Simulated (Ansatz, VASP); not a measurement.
Na3Al: VASP beside Ansatz

Contents of INCAR:

```
PREC = Accurate
ENCUT = 520
EDIFF = 1E-6
ISMEAR = 1
SIGMA = 0.1
LREAL = False
LASPH = True
NELM = 60
ALGO = Fast
ISIF = 2
LWAVE = False
LCHARG = False
GGA = CA
NBANDS = 20
```

The input KPOINTS:

```
Automatic mesh
0
Gamma
  2 2 2
```

Contents of POSCAR:

```
Na3Al
1.0
    0.0000000000      3.8330040000      3.8330040000
    3.8330040000      0.0000000000      3.8330040000
    3.8330040000      3.8330040000      0.0000000000
Na Al
3 1
Direct
    0.2500000000      0.2500000000      0.2500000000
    0.7500000000      0.7500000000      0.7500000000
    0.5000000000      0.5000000000      0.5000000000
    0.0000000000      0.0000000000      0.0000000000
```

Input for Ansatz:

```yaml
crystal:
  lattice:
    - [0.0, 3.833004, 3.833004]
    - [3.833004, 0.0, 3.833004]
    - [3.833004, 3.833004, 0.0]
  atoms:
    - { symbol: Na, position: [0.25, 0.25, 0.25] }
    - { symbol: Na, position: [0.75, 0.75, 0.75] }
    - { symbol: Na, position: [0.5, 0.5, 0.5] }
    - { symbol: Al, position: [0.0, 0.0, 0.0] }
basis:
  ecutwfc: 476.19925930478996
kpoints:
  mp_grid:
    grid: [2, 2, 2]
hamiltonian:
  xc: lda
scf:
  occupations:
    method: cold
    width: 0.1
output:
  forces: true
  stress: true
```

The cell comes from a database or a generator and needn't be the stable form of this composition.

Alike in both runs: task single point; functional LDA; k mesh 2 × 2 × 2; no spin polarisation.

|  | VASP | Ansatz |
| --- | --- | --- |
| version | VASP 6.6.1 | Ansatz 0.2.0 |
| potentials or method | VASP PAW LDA potentials, release 64 (Na_pv, Al) | plane waves, PAW |
| plane-wave cutoff (eV) | 520 | 476 |
| occupations | methfessel-paxton of order 1, width 0.1 eV | cold, width 0.1 eV |
| valence electrons in the cell | 24 | 30 |

```tsv
	VASP	Ansatz	Ansatz less VASP
pressure (GPa)	-1.0	-1.0	+0.01
```

The two sets of potentials don't hold the same shells in valence.

Caveats: the k mesh is coarse (spacing up to 0.71 Å⁻¹), so the values aren't converged.
